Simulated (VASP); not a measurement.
HfIn4SiO6:

```
Hf In Si O
1.0
     2.41414   -8.12134   -0.00008
     2.41414    8.12134   -0.00008
    -0.99593    0.00000    4.72934
Hf In Si O
1 4 1 6
Direct
  0.00000 0.00000 0.00000
  0.66331 0.33669 0.00000
  0.16209 0.83791 0.50000
  0.33669 0.66331 0.00000
  0.83791 0.16209 0.50000
  0.50000 0.50000 0.50000
  0.73030 0.73030 0.27048
  0.26970 0.26970 0.72952
  0.19567 0.35702 0.27610
  0.64298 0.80433 0.72390
  0.80433 0.64298 0.72390
  0.35702 0.19567 0.27610
```

The cell was built by a generator and needn't be a form met in nature.

- Program: VASP 6.6.1
- Task: single point
- Functional: PBE
- Potentials or basis: VASP PAW PBE potentials, release 64 (Hf_pv, In_d, Si, O)
- Cutoff: 520 eV
- k mesh: 6 × 6 × 6
- Occupations: fermi-dirac, width 0.05 eV
- Spin: no spin polarisation

On this cell: pressure -0.5 GPa; largest force 0.212 eV/Å; band gap on the k mesh none (metal or under the smearing width).

The same run follows on a disturbed copy (atoms moved at random, drawn with an rms of 0.05 Å):

```
Hf In Si O
1.0
     2.41414   -8.12134   -0.00008
     2.41414    8.12134   -0.00008
    -0.99593    0.00000    4.72934
Hf In Si O
1 4 1 6
Direct
  0.00751 0.00117 0.01232
  0.65328 0.33776 0.99884
  0.15747 0.83404 0.49359
  0.33675 0.66434 0.00371
  0.83171 0.15729 0.49628
  0.49149 0.49217 0.50335
  0.72361 0.72516 0.25819
  0.26329 0.26933 0.73044
  0.19859 0.36231 0.26585
  0.64736 0.80374 0.71859
  0.79719 0.63853 0.73378
  0.35509 0.19532 0.27795
```

**Question.** What changes?

**Answer.** The energy (extrapolated to zero smearing) moves by +16.3 meV/atom; pressure 0.6 GPa; largest force 1.698 eV/Å; band gap on the k mesh none (metal or under the smearing width).

Forces on the atoms (eV/Å):
```
Hf  -0.430  1.093 -1.225
In   0.095 -0.482 -0.131
In  -0.240 -0.229  0.316
In   0.125 -0.126 -0.386
In   0.055 -0.182  0.225
Si   1.304  0.655  0.007
O   -0.505 -0.354  0.938
O   -0.332 -0.279 -0.066
O   -0.522 -0.225  0.394
O   -0.020  0.286  0.192
O    0.252 -0.105 -0.698
O    0.219 -0.051  0.435
```

Stress tensor (GPa, compression positive):
```
 1.01 -0.27 -0.24
-0.27  0.85  0.09
-0.24  0.09 -0.03
```
